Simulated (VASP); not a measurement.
Output of a VASP run:

**OSZICAR**
```
       N       E                     dE             d eps       ncg     rms          rms(c)
DAV:   1     0.671435664581E+03    0.67144E+03   -0.25499E+04  8973   0.227E+03
DAV:   2     0.606385360133E+02   -0.61080E+03   -0.58538E+03  9471   0.569E+02
DAV:   3    -0.392519767891E+02   -0.99891E+02   -0.97405E+02  9352   0.214E+02
DAV:   4    -0.454972638531E+02   -0.62453E+01   -0.61914E+01 11656   0.560E+01
DAV:   5    -0.456699135419E+02   -0.17265E+00   -0.17239E+00 10943   0.891E+00    0.190E+01
DAV:   6    -0.398563859542E+02    0.58135E+01   -0.20774E+01 15612   0.725E+01    0.117E+01
DAV:   7    -0.400201246569E+02   -0.16374E+00   -0.32606E+00  9514   0.140E+01    0.588E+00
DAV:   8    -0.399553839552E+02    0.64741E-01   -0.47660E-01 13046   0.575E+00    0.245E+00
DAV:   9    -0.399317138039E+02    0.23670E-01   -0.14596E-01 15080   0.460E+00    0.363E-01
DAV:  10    -0.399311205593E+02    0.59324E-03   -0.17590E-02 11349   0.108E+00    0.168E-01
DAV:  11    -0.399310940011E+02    0.26558E-04   -0.41892E-03 12027   0.463E-01    0.804E-02
DAV:  12    -0.399311697848E+02   -0.75784E-04   -0.47154E-04 11378   0.202E-01    0.370E-02
DAV:  13    -0.399312094148E+02   -0.39630E-04   -0.96652E-05  9893   0.809E-02    0.171E-02
DAV:  14    -0.399312069367E+02    0.24782E-05   -0.30363E-05 13322   0.500E-02    0.977E-03
DAV:  15    -0.399312078223E+02   -0.88565E-06   -0.25782E-06  8935   0.159E-02
   1 F= -.39931208E+02 E0= -.39931183E+02  d E =-.734268E-04
```

OUTCAR:
```
------------------------ aborting loop because EDIFF is reached ----------------------------------------
  FORCE on cell =-STRESS in cart. coord.  units (eV):
  Direction    XX          YY          ZZ          XY          YZ          ZX
  --------------------------------------------------------------------------------------
  Total        5.4005361      5.4005374      1.3556992      0.0000000      0.0000001     -0.0000000
  in kB      112.2736322    112.2736574     28.1841033      0.0000000      0.0000011     -0.0000000
  external PRESSURE =      84.2437977 kB  Pullay stress =       0.0000000 kB
  volume of cell :       77.07
      direct lattice vectors                 reciprocal lattice vectors
     1.615703000  0.932827000  8.522283000     0.309462816  0.178668420  0.039113143
    -1.615703000  0.932827000  8.522283000    -0.309462816  0.178668420  0.039113143
     0.000000000 -1.865653000  8.522283000     0.000000000 -0.357336840  0.039113164
 POSITION                                       TOTAL-FORCE (eV/Angst)
 -----------------------------------------------------------------------------------
      0.00000      0.00000      0.00000         0.000000     -0.000000     -1.657146
      0.00000      0.00000     20.01629         0.000000      0.000000      1.140801
      0.00000      0.00000      5.55056         0.000000      0.000000      0.397078
      0.00000      0.00000     22.28918         0.000000     -0.000000     -1.858551
      0.00000      0.00000      3.27767         0.000000     -0.000000     -1.308081
      0.00000      0.00000     18.08088         0.000000      0.000000      2.255055
      0.00000      0.00000      7.48597         0.000000      0.000000      1.030843
 -----------------------------------------------------------------------------------
    total drift:                               -0.000000     -0.000003     -0.000675
  FREE ENERGIE OF THE ION-ELECTRON SYSTEM (eV)
  ---------------------------------------------------
  free  energy   TOTEN  =       -39.9312078223 eV

  energy  without entropy=      -39.9311343955  energy(sigma->0) =      -39.93118335
```
(Selected blocks of OUTCAR.)

### POSCAR
```
ZnInGaO4
1
    1.6157030000     0.9328270000     8.5222830000
   -1.6157030000     0.9328270000     8.5222830000
    0.0000000000    -1.8656530000     8.5222830000
In Ga Zn O
1 1 1 4
Direct
  0.0000000000   0.0000000000   0.0000000000
  0.7829000000   0.7829000000   0.7829000000
  0.2171000000   0.2171000000   0.2171000000
  0.8718000000   0.8718000000   0.8718000000
  0.1282000000   0.1282000000   0.1282000000
  0.7072000000   0.7072000000   0.7072000000
  0.2928000000   0.2928000000   0.2928000000
```

Problem. Write an INCAR and KPOINTS that could have produced this output.

Solution. Several could match; the one computed here: the input of the run itself, PBEsol GGA, plane waves, VASP's PBE PAW potentials (set 64).

File KPOINTS:
```
Automatic mesh
0
Gamma
  10 10 10
```

### INCAR
```
SYSTEM  =  ZnInGaO4
PREC  =  Accurate; ENCUT  =  400; LREAL  =  .FALSE.
LASPH  =  .TRUE.
EDIFF  =  1E-6; NELM  =  100; ALGO  =  Normal
LMAXMIX  =  4
ISMEAR  =  1; SIGMA  =  0.03
GGA  =  PS
ISIF  =  2
LWAVE  =  .FALSE.; LCHARG  =  .FALSE.
```

POTCAR, in this order: In_d Ga_d Zn O (PBE.64 set). Program: vasp_std.

At this cut-off the stress carries a Pulay error, which pulls relaxed volumes low.

The structure was generated: ZnInGaO4 was put into an ordered model structure, which need not be its known phase. The cell was not relaxed at this level. The run is one of a series of settings (SIGMA = 0.03 against the base run), some of them coarse on purpose.
